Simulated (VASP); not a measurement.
An input for Quantum ESPRESSO's pw.x (written as the equivalent of a VASP run, and not itself run):

```
&CONTROL
  calculation = 'scf'
  pseudo_dir = './pseudo'
  outdir = './out'
  tprnfor = .true.
  tstress = .true.
/
&SYSTEM
  ibrav = 0
  nat = 2
  ntyp = 2
  ecutwfc = 66
  occupations = 'tetrahedra'
  input_dft = 'pbe'
/
&ELECTRONS
  conv_thr = 7.3e-09
  electron_maxstep = 100
/
ATOMIC_SPECIES
  Zr 91.224 Zr.upf
  Si 28.085 Si.upf
CELL_PARAMETERS angstrom
     3.3151331   -0.0000000   -0.0000000
    -0.0000000    3.3151331   -0.0000000
    -0.0000000   -0.0000000    3.3151331
ATOMIC_POSITIONS crystal
  Zr   0.0000000  0.0000000  0.0000000
  Si   0.5000000  0.5000000  0.5000000
K_POINTS automatic
  12 12 12 0 0 0
```

Write the VASP files for the same calculation (PBE).

Several could match; the one computed here: 
POSCAR:
```
ZrSi
3.3151330
  1.0000000226   0.0000000000   0.0000000000
  0.0000000000   1.0000000226   0.0000000000
  0.0000000000   0.0000000000   1.0000000226
Zr Si
1 1
Direct
  0.0000000000   0.0000000000   0.0000000000
  0.5000000000   0.5000000000   0.5000000000
```

### INCAR
```
! general
SYSTEM  = ZrSi
PREC    = Accurate
ENCUT   = 400
LREAL   = .FALSE.
LASPH   = .TRUE.

! electronic loop
EDIFF   = 1E-7
NELM    = 100
ALGO    = Normal
LMAXMIX = 4

! smearing
ISMEAR  = -5

! functional
GGA     = PE

! ions
ISIF    = 2

! output
LWAVE   = .FALSE.
LCHARG  = .TRUE.
LORBIT  = 11
NEDOS   = 601
```

**KPOINTS**
```
Automatic mesh
0
Gamma
12 12 12
0 0 0
```

POTCAR, in this order: Zr_sv Si (PBE.64 set). Program: vasp_std.

Limits of the translation: the potentials are each code's own (VASP's PAW set, PseudoDojo norm-conserving files in pw.x), so ENCUT and ecutwfc are chosen apart and not converted; conv_thr bounds pw.x's estimated SCF error, while EDIFF bounds the energy change between steps.

The structure was generated: ZrSi was put into the CsCl type type (Pm-3m), which need not be its known phase. It was relaxed first, which changed the volume by -29 %.
